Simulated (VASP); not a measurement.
All values below come from PBE GGA, VASP's PBE PAW potentials (set 64) (plane waves; VASP).

Input for VASP

### KPOINTS
```
Automatic
0
gamma
 13 13 13
0 0 0
```

### POSCAR
```
C
2.4867210
  0.0000000000   0.7071066678   0.7071066678
  0.7071066678   0.0000000000   0.7071066678
  0.7071066678   0.7071066678   0.0000000000
C
2
Direct
  0.5000000000   0.5000000000   0.5000000000
  0.7500000000   0.7500000000   0.7500000000
```

**INCAR**
```
# general
SYSTEM=C
PREC  =Accurate
ENCUT =400
LREAL =.FALSE.
LASPH =.TRUE.

# electronic loop
EDIFF =1E-6
NELM  =100
ALGO  =Normal

# smearing
ISMEAR=0
SIGMA =0.01

# functional
GGA   =PE

# ions
ISIF  =2

# output
LWAVE =.FALSE.
LCHARG=.FALSE.
```

POTCAR, in this order: C (PBE.64 set). Program: vasp_std.

Task: What will the output report for the number of irreducible k-points (NKPTS), largest plane-wave count, number of space-group operations, FFT grid (NGX, NGY, NGZ)?

Result: 
```yaml
number of irreducible k-points (NKPTS): 84
largest_plane_wave_count: 204
number_of_space_group_operations: 48
FFT grid (NGX, NGY, NGZ): 16 × 16 × 16
```

The structure comes from a computed database's C entry; how it stands against other phases isn't given here. The cell was not relaxed at this level, and its volume differs by -5.9 % from the start's.
